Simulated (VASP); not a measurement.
Given:

```
PbSe
1.0
    0.00000     3.02209     3.02209
    3.02209     0.00000     3.02209
    3.02209     3.02209     0.00000
Pb Se
1 1
Cartesian
  0.00000   0.00000   0.00000
  3.02209   3.02209   3.02209
```

Computed with PBE GGA with D3 dispersion (zero damping), VASP's PBE PAW potentials (set 64) (plane waves; VASP). Numerical set-up: 520 eV cut-off, 7×7×7 Γ-centred mesh, Gaussian smearing of 0.050 eV, potentials Pb_d Se.

Give the stress tensor in GPa (positive for a compressed cell).

```
3.39  0.00  0.00
0.00  3.39  0.00
0.00  0.00  3.39
```
The pressure is its mean diagonal, 3.39 GPa.

The compound is PbSe in the rock salt structure. This cell is one point of a volume scan, at 0.94 of the reference volume.
